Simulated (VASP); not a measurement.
Crystal: YbH3.

```xyz
4
Lattice="0.0000 2.6050 2.6050 2.6050 0.0000 2.6050 2.6050 2.6050 0.0000" Properties=species:S:1:pos:R:3 pbc="T T T"
Yb    0.0000    0.0000    0.0000
H     3.9075    3.9075    3.9075
H     1.3025    1.3025    1.3025
H     2.6050    2.6050    2.6050
```

The cell comes from a database or a generator and needn't be the stable form of this composition.

```yaml
Program: VASP 6.6.1
Task: relaxation of cell and atoms
Functional: PBE
Potentials_or_basis: VASP PAW PBE potentials, release 64 (Yb, H)
Cutoff: 600 eV
k_mesh: 7 × 7 × 7
Occupations: methfessel-paxton, width 0.15 eV
Spin: no spin polarisation
```

At the start: pressure -5.8 GPa; volume 8.84 Å³/atom.

How do energy, volume and symmetry change on relaxing?

Over 4 steps the energy falls by 11.7 meV/atom and the volume is 8.23 Å³/atom (-6.9 %); space group Fm-3m (No. 225, to 0.05 Å).

The path:
| step | energy change (eV) | largest force (eV/Å) | pressure (GPa) | volume (Å³) |
| --- | --- | --- | --- | --- |
| 1 | 0.0000 | 0.0000 | -5.82 | 35.36 |
| 2 | -0.0403 | 0.0000 | -2.29 | 33.74 |
| 3 | -0.0464 | 0.0000 | 1.20 | 32.51 |
| 4 | -0.0470 | 0.0000 | -0.02 | 32.92 |

Final structure:
```
Yb H
1.0
     0.00000    2.54368    2.54368
     2.54368    0.00000    2.54368
     2.54368    2.54368    0.00000
Yb H
1 3
Direct
  0.00000 0.00000 0.00000
  0.75000 0.75000 0.75000
  0.25000 0.25000 0.25000
  0.50000 0.50000 0.50000
```

Caveat: without U or exact exchange the open f shell lies at the Fermi level, which spoils levels, moments and volumes.
